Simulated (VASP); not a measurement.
Data:

```xyz
5
Lattice="3.9606 2.2866 3.2584 -3.9606 2.2866 3.2584 0.0000 -4.5733 3.2584" Properties=species:S:1:pos:R:3 pbc="T T T"
Cs     0.0000     0.0000     4.8877
Pb    -3.9606    -2.2866     6.5169
Cl     1.9078    -3.3045     4.8877
Cl     1.9078     3.3045     4.8877
Cl    -3.8157     0.0000     4.8877
```

Calculation: PBEsol GGA with spin-orbit coupling, VASP's PBE PAW potentials (set 64) (plane waves; VASP). Numerical set-up: 400 eV cut-off, 4×4×4 Γ-centred mesh, Gaussian smearing of 0.050 eV, potentials Cs_sv Pb_d Cl.

The path is coarsely sampled, so an indirect gap can come out somewhat too large.

Problem. Give the energies of bands 37 to 50 at the high-symmetry points, in eV from the valence-band maximum.

Solution. 
```csv
band,Γ,T,H2,L,S0,F
37,-2.56,-2.19,-2.19,-2.60,-2.74,-2.74
38,-2.56,-2.19,-2.19,-2.60,-2.74,-2.74
39,-2.52,-2.13,-2.13,-2.56,-2.63,-2.63
40,-2.52,-2.13,-2.13,-2.56,-2.63,-2.63
41,-2.41,-2.10,-2.10,-2.52,-2.14,-2.14
42,-2.41,-2.10,-2.10,-2.52,-2.14,-2.14
43,-2.40,0.00,0.00,-1.62,-0.80,-0.80
44,-2.40,0.00,0.00,-1.62,-0.80,-0.80
45,3.28,0.84,0.84,2.67,1.75,1.75
46,3.28,0.84,0.85,2.67,1.75,1.75
47,4.25,2.32,2.31,4.58,2.96,2.96
48,4.25,2.32,2.32,4.58,2.96,2.96
49,4.28,2.32,2.32,5.09,4.92,4.92
50,4.28,2.32,2.33,5.14,4.92,4.92
```

The gap is direct, 0.84 eV, from the valence maximum at T-H2 at 0.50 to the conduction minimum at T-H2 at 0.50.

The structure comes from a computed database's CsPbCl3 entry (R32); how it stands against other phases isn't given here. It was relaxed first.
